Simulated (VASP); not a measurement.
Calculation: revPBE GGA, VASP's PBE PAW potentials (set 64) (plane waves; VASP).

A VASP calculation is set up with these files.

KPOINTS:
```
K-points
0
G
  9 9 9
0 0 0
```

### POSCAR
```
BAs
1
    0.0000000000     2.3900000000     2.3900000000
    2.3900000000     0.0000000000     2.3900000000
    2.3900000000     2.3900000000     0.0000000000
B As
1 1
Direct
  0.0000000000   0.0000000000   0.0000000000
  0.2500000000   0.2500000000   0.2500000000
```

**INCAR**
```
# general
SYSTEM   =  BAs
PREC     =  Accurate
ENCUT    =  520
LREAL    =  F
LASPH    =  T

# electronic loop
EDIFF    =  1E-6
NELM     =  100
ALGO     =  Normal
LMAXMIX  =  4

# smearing
ISMEAR   =  0
SIGMA    =  0.05

# functional
GGA      =  RE

# ions
IBRION   =  2
NSW      =  60
ISIF     =  3
EDIFFG   =  -0.01

# output
LWAVE    =  F
LCHARG   =  F
```

POTCAR, in this order: B As (PBE.64 set). Program: vasp_std.

Energy and stress use the plane-wave basis of the starting cell.

Predict the energy per atom (σ→0), volume per atom.

```yaml
energy per atom (σ→0): -5.433 eV/atom
volume_per_atom: 14.17 Å³/atom
```

OSZICAR:
```
...
       N       E                     dE             d eps       ncg     rms          rms(c)
DAV:   1    -0.108711484685E+02   -0.12489E-01   -0.18693E-01   656   0.327E+00    0.416E-01
DAV:   2    -0.108669066930E+02    0.42418E-02   -0.72136E-03   576   0.517E-01    0.202E-01
DAV:   3    -0.108655939150E+02    0.13128E-02   -0.28566E-03   624   0.299E-01    0.717E-02
DAV:   4    -0.108654996487E+02    0.94266E-04   -0.18637E-04   680   0.905E-02    0.396E-02
DAV:   5    -0.108654964331E+02    0.32156E-05   -0.14517E-05   688   0.262E-02    0.205E-02
DAV:   6    -0.108654963237E+02    0.10940E-06   -0.13381E-06   568   0.828E-03
   3 F= -.10865496E+02 E0= -.10865496E+02  d E =-.157885E-01
```

The compound is BAs in the zinc blende structure. This run relaxes it. Symmetry was kept, so distortions that lower it aren't found.
